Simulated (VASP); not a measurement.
```xyz
1
Lattice="0.0000 1.9425 1.9425 1.9425 0.0000 1.9425 1.9425 1.9425 0.0000" Properties=species:S:1:pos:R:3 pbc="T T T"
Rh     0.0000     0.0000     0.0000
```

The numbers are results of revPBE GGA, VASP's PBE PAW potentials (set 64) (plane waves; VASP), not measurements. Numerical set-up: 520 eV cut-off, 16×16×16 Γ-centred mesh, first-order Methfessel-Paxton smearing of 0.10 eV, potentials Rh_pv.

Problem. What does the run give for the energy per atom (σ→0), pressure, band gap (on the k-mesh) with the smallest direct gap where there is one?

Solution. 
```
Item                                                         Value
------------------------  ----------------------------------------
band gap (on the k-mesh)  none (metal, semimetal or under 0.01 eV)
energy per atom (σ→0)                               -6.741 eV/atom
pressure                                                 -6.61 GPa
```

The absolute energy has meaning only against runs of the same code, potentials and settings.

The compound is Rh in the fcc structure. This cell is one point of a volume scan, at 1.03 of the reference volume.
